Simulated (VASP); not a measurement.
A 71-atom supercell of SiC (4h) holds C vacancy in charge state +1. It is relaxed twice, with the total moment held at 1 and at 3 μB. The numbers are results of HSE06 screened hybrid, VASP's PBE PAW potentials (set 64) (plane waves; VASP 6.6.1), not measurements. Numerical set-up: PREC = Normal, LREAL = Auto, ISYM = 0, NELECT = 283.0, EDIFF = 1E-5, 400 eV cut-off, 1×1×1 Γ-centred mesh, Gaussian smearing of 0.050 eV, potentials Si C.

The cell is charged, with a uniform compensating background. The supercell is sampled at Γ alone, which is coarse: total energies, pressure and levels can be off, energies of defects by several tenths of an eV.

Q: Which spin state lies lower, and by how much?

A: The state with 1 μB lies lower, by 2.80 eV.

The cell is a supercell with a defect, built from SiC (4h). The cell's shape comes from a PBE relaxation.
